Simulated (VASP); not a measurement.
Ga2GeSe2:

```
Ga Ge Se
1.0
     4.19719    0.00000    0.00000
    -2.09860    3.63487    0.00000
     0.00000    0.00000    8.38108
Ga Ge Se
2 1 2
Direct
  0.33333 0.66667 0.13835
  0.33333 0.66667 0.86165
  0.00000 0.00000 0.00000
  0.00000 0.00000 0.31913
  0.00000 0.00000 0.68087
```

The cell was built by a generator and needn't be a form met in nature.

| Item | Value |
| --- | --- |
| Program | VASP 6.6.1 |
| Task | relaxation of cell and atoms |
| Functional | PBE |
| Potentials or basis | VASP PAW PBE potentials, release 64 (Ga_d, Ge_d, Se) |
| Cutoff | 520 eV |
| k mesh | 4 × 4 × 2 |
| Occupations | gaussian, width 0.15 eV |
| Spin | no spin polarisation |

At the start: pressure 2.3 GPa; volume 25.57 Å³/atom.

Question: Where does the relaxation end?

Answer: Over 13 steps the energy falls by 420.0 meV/atom and the volume is 23.76 Å³/atom (-7.1 %); space group P-6m2 (No. 187, to 0.05 Å).

Step by step:
```csv
step,energy change (eV),largest force (eV/Å),pressure (GPa),volume (Å³)
1,0.0000,2.8974,2.31,127.86
2,-0.6313,1.2446,-1.42,134.76
3,-0.8301,1.0263,-2.26,138.83
4,-1.0269,0.5955,-4.61,147.15
5,-1.6899,0.3098,-2.91,133.59
6,-1.8068,1.2491,1.62,123.88
7,-1.8216,0.9172,-0.11,127.16
8,-2.0339,0.6314,0.09,122.94
9,-2.0407,0.6101,-0.12,122.23
10,-2.0830,0.1541,-1.02,121.87
11,-2.0873,0.0704,-1.37,121.74
12,-2.0958,0.0428,0.43,116.84
13,-2.1000,0.0676,-0.19,118.81
```

Final structure:
```
Ga Ge Se
1.0
     3.74644    0.00000    0.00000
    -1.87322    3.24451    0.00000
     0.00000    0.00000    9.77453
Ga Ge Se
2 1 2
Cartesian
  0.0000 2.1630 1.9459
  0.0000 2.1630 7.8286
  0.0000 0.0000 0.0000
  0.0000 0.0000 3.2819
  0.0000 0.0000 6.4926
```

Caveat: the k mesh is coarse (spacing up to 0.43 Å⁻¹), so the values aren't converged; this functional lacks dispersion, which binds the layers, so the pressure and a relaxed spacing across them are unreliable.
